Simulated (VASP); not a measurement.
These are PBE GGA with D3 dispersion (zero damping), VASP's PBE PAW potentials (set 64) (plane waves; VASP) values and carry that method's errors.

VASP ran on this input.

INCAR:
```
ALGO = Normal
EDIFF = 1E-7
ENCUT = 520
GGA = PE
ISIF = 2
ISMEAR = 0
IVDW = 11
LASPH = .TRUE.
LCHARG = .FALSE.
LMAXMIX = 4
LREAL = .FALSE.
LWAVE = .FALSE.
NELM = 100
PREC = Accurate
SIGMA = 0.05
SYSTEM = KZnF3
```

### KPOINTS
```
Automatic mesh
0
Gamma
6 6 6
0 0 0
```

**POSCAR**
```
KZnF3
1
    4.0779747013     0.0000000000     0.0000000000
    0.0000000000     4.0779747013     0.0000000000
    0.0000000000     0.0000000000     4.0779747013
K Zn F
1 1 3
Direct
  0.0000000000   0.0000000000   0.0000000000
  0.5000000000   0.5000000000   0.5000000000
  0.5000000000   0.0000000000   0.5000000000
  0.0000000000   0.5000000000   0.5000000000
  0.5000000000   0.5000000000   0.0000000000
```

POTCAR, in this order: K_sv Zn F (PBE.64 set). Program: vasp_std.

Q: Estimate the energy per atom (σ→0), dispersion energy, pressure, band gap (on the k-mesh).

A: 
```json
{
 "energy per atom (σ→0)": "-4229 meV/atom",
 "dispersion_energy": "-0.843 eV",
 "band gap (on the k-mesh)": "3.74 eV",
 "pressure": "2.58 GPa"
}
```

File OSZICAR:
```
...
DAV:  17    -0.203019422724E+02    0.16556E-04   -0.15746E-05  1336   0.899E-02    0.333E-02
DAV:  18    -0.203019353516E+02    0.69207E-05   -0.67800E-06  1410   0.323E-02    0.258E-02
DAV:  19    -0.203019315506E+02    0.38011E-05   -0.21899E-06  1344   0.263E-02    0.209E-02
DAV:  20    -0.203019246875E+02    0.68631E-05   -0.20527E-05  1289   0.687E-02    0.539E-03
DAV:  21    -0.203019242781E+02    0.40935E-06   -0.59444E-06  1331   0.416E-02    0.232E-03
DAV:  22    -0.203019243792E+02   -0.10110E-06   -0.79937E-07  1096   0.681E-03    0.124E-03
DAV:  23    -0.203019243640E+02    0.15256E-07   -0.10029E-07   530   0.688E-03
   1 F= -.21145355E+02 E0= -.21145355E+02  d E =-.943733E-18
```

The compound is KZnF3 in the cubic perovskite structure. This cell is one point of a volume scan, at 0.97 of the reference volume.
